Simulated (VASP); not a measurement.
Level of theory: PBEsol GGA, VASP's PBE PAW potentials (set 64) (plane waves; VASP).

VASP ran on this input.

### KPOINTS
```
Regular mesh
0
Gamma
8 8 8
0 0 0
```

INCAR:
```
! general
SYSTEM  = NiO
PREC    = Accurate
ENCUT   = 600
LREAL   = .FALSE.
LASPH   = .TRUE.

! electronic loop
EDIFF   = 1E-7
NELM    = 100
ALGO    = Normal
LMAXMIX = 4

! smearing
ISMEAR  = 0
SIGMA   = 0.05

! functional
GGA     = PS

! spin
ISPIN   = 2
MAGMOM  = 1.3 -1.3 2*0.0

! ions
ISIF    = 2

! output
LWAVE   = .FALSE.
LCHARG  = .FALSE.
LORBIT  = 10
```

POSCAR:
```
NiO
1
    4.1176733786     2.0566918643     2.0566918643
    2.0566918643     4.1176733786     2.0566918643
    2.0566918643     2.0566918643     4.1176733786
Ni O
2 2
Direct
  0.0242476422   0.0242476422  -0.0727934999
  0.5000000000   0.5000000000   0.5000000000
  0.2500000000   0.2500000000   0.2500000000
  0.7500000000   0.7500000000   0.7500000000
```

POTCAR, in this order: Ni O (PBE.64 set). Program: vasp_std.

The run wrote:

OSZICAR:
```
       N       E                     dE             d eps       ncg     rms          rms(c)
DAV:   1     0.273360622257E+03    0.27336E+03   -0.17230E+04 12048   0.238E+03
DAV:   2     0.364506951855E+01   -0.26972E+03   -0.25281E+03 12236   0.435E+02
DAV:   3    -0.281514899091E+02   -0.31797E+02   -0.30195E+02 13880   0.169E+02
DAV:   4    -0.292051104489E+02   -0.10536E+01   -0.10463E+01 13436   0.325E+01
DAV:   5    -0.292341579857E+02   -0.29048E-01   -0.29034E-01 14144   0.511E+00    0.215E+01
DAV:   6    -0.266554051079E+02    0.25788E+01   -0.41587E+01 18008   0.113E+02    0.217E+01
DAV:   7    -0.250377070056E+02    0.16177E+01   -0.73708E+00 15192   0.825E+01    0.993E+00
DAV:   8    -0.252028772281E+02   -0.16517E+00   -0.22039E+00 14648   0.142E+01    0.629E+00
DAV:   9    -0.251330080181E+02    0.69869E-01   -0.26256E-01 19044   0.183E+01    0.265E+00
DAV:  10    -0.251173582913E+02    0.15650E-01   -0.11617E-01 18656   0.127E+01    0.110E+00
DAV:  11    -0.251203590159E+02   -0.30007E-02   -0.14921E-02 16988   0.295E+00    0.568E-01
DAV:  12    -0.251209495437E+02   -0.59053E-03   -0.50064E-03 16600   0.194E+00    0.194E-01
DAV:  13    -0.251211081219E+02   -0.15858E-03   -0.15410E-03 17532   0.591E-01    0.860E-02
DAV:  14    -0.251211085527E+02   -0.43083E-06   -0.21516E-04 18072   0.261E-01    0.259E-02
DAV:  15    -0.251211095193E+02   -0.96660E-06   -0.18012E-05 17088   0.908E-02    0.168E-02
DAV:  16    -0.251211085594E+02    0.95985E-06   -0.52094E-06 18416   0.390E-02    0.588E-03
DAV:  17    -0.251211084682E+02    0.91213E-07   -0.86270E-07 15236   0.206E-02
   1 F= -.25121108E+02 E0= -.25121108E+02  d E =-.522671E-12  mag=    -0.0000
```

OUTCAR:
```
------------------------ aborting loop because EDIFF is reached ----------------------------------------
  FORCE on cell =-STRESS in cart. coord.  units (eV):
  Direction    XX          YY          ZZ          XY          YZ          ZX
  --------------------------------------------------------------------------------------
  Total       -0.0444421     -0.0444421      1.8254718     -0.0861471     -0.0499097     -0.0499233
  in kB       -2.0365775     -2.0365775     83.6530754     -3.9477287     -2.2871329     -2.2877589
  external PRESSURE =      26.5266401 kB  Pullay stress =       0.0000000 kB
  volume of cell :       34.96
      direct lattice vectors                 reciprocal lattice vectors
     4.117673379  2.056691864  2.056691864     0.363967500 -0.121238211 -0.121238211
     2.056691864  4.117673379  2.056691864    -0.121238211  0.363967500 -0.121238211
     2.056691864  2.056691864  4.117673379    -0.121238211 -0.121238211  0.363967500
 POSITION                                       TOTAL-FORCE (eV/Angst)
 -----------------------------------------------------------------------------------
      2.05669      2.05669      3.91767         0.274438      0.274438      2.052706
      4.11553      4.11553      4.11553        -0.354922     -0.354922     -0.477882
      2.05776      2.05776      2.05776         0.019086      0.019086     -1.350434
      6.17329      6.17329      6.17329         0.061398      0.061398     -0.224390
 -----------------------------------------------------------------------------------
    total drift:                               -0.000038     -0.000038      0.000011
  FREE ENERGIE OF THE ION-ELECTRON SYSTEM (eV)
  ---------------------------------------------------
  free  energy   TOTEN  =       -25.1211084682 eV

  energy  without entropy=      -25.1211084682  energy(sigma->0) =      -25.12110847

 total charge

# of ion       s       p       d       tot
------------------------------------------
    1        0.361   0.464   8.332   9.157
    2        0.348   0.442   8.312   9.102
    3        1.553   3.432   0.000   4.984
    4        1.557   3.384   0.000   4.941
--------------------------------------------------
tot          3.819   7.722  16.643  28.184

 magnetization (x)

# of ion       s       p       d       tot
------------------------------------------
    1       -0.010  -0.008   1.266   1.248
    2        0.010   0.014  -1.270  -1.247
    3        0.001   0.025   0.000   0.026
    4       -0.002  -0.028   0.000  -0.030
--------------------------------------------------
tot         -0.001   0.003  -0.005  -0.003
```
(Selected blocks of OUTCAR.)

The compound is NiO in the rock salt, AFM-II order structure. This cell was strained or had an atom moved on purpose.
